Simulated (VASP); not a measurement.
A convergence study with VASP on Rb (bcc): a few settings are varied, all else stays as given below, so the limit is that of these other settings. The cell's lengths are 1 % over those of the tabulated start, so it is off equilibrium.

```
CELL_PARAMETERS angstrom
     -2.85325     2.85325     2.85325
      2.85325    -2.85325     2.85325
      2.85325     2.85325    -2.85325
ATOMIC_POSITIONS crystal
  Rb 0.00000 0.00000 0.00000
```

Calculation: PBE GGA, VASP's PBE PAW potentials (set 64) (plane waves; VASP). The last row used: LREAL = Auto, 600 eV cut-off, 8×8×8 Γ-centred mesh, first-order Methfessel-Paxton smearing of 0.10 eV, potentials Rb_sv.

```
setting                                        E (eV/atom)  pressure (GPa)  plane waves
---------------------------------------------  -----------  --------------  -----------
ENCUT = 300, LREAL = .FALSE., PREC = Normal        -0.9286           -0.08         1136
ENCUT = 400, LREAL = .FALSE., PREC = Normal        -0.9289           -0.05         1721
ENCUT = 500, LREAL = .FALSE., PREC = Normal        -0.9288           -0.05         2382
ENCUT = 600, LREAL = .FALSE., PREC = Normal        -0.9288           -0.04         3132
ENCUT = 500, LREAL = .FALSE., PREC = Accurate      -0.9288           -0.05         2382
ENCUT = 600, LREAL = .FALSE., PREC = Accurate      -0.9288           -0.04         3132
ENCUT = 300, LREAL = Auto, PREC = Normal           -0.9286           -0.08         1136
ENCUT = 400, LREAL = Auto, PREC = Normal           -0.9290           -0.05         1721
ENCUT = 500, LREAL = Auto, PREC = Normal           -0.9289           -0.03         2382
ENCUT = 600, LREAL = Auto, PREC = Normal           -0.9286           -0.03         3132
ENCUT = 300, LREAL = Auto, PREC = Accurate         -0.9286           -0.08         1136
ENCUT = 400, LREAL = Auto, PREC = Accurate         -0.9288           -0.05         1721
ENCUT = 500, LREAL = Auto, PREC = Accurate         -0.9289           -0.05         2382
ENCUT = 600, LREAL = Auto, PREC = Accurate         -0.9288           -0.05         3132
```

Left out are rungs that failed or repeat a setting and relaxations that didn't move; long series are thinned to 24 rows.

The compound is Rb in the bcc structure. The cell was not relaxed at this level.
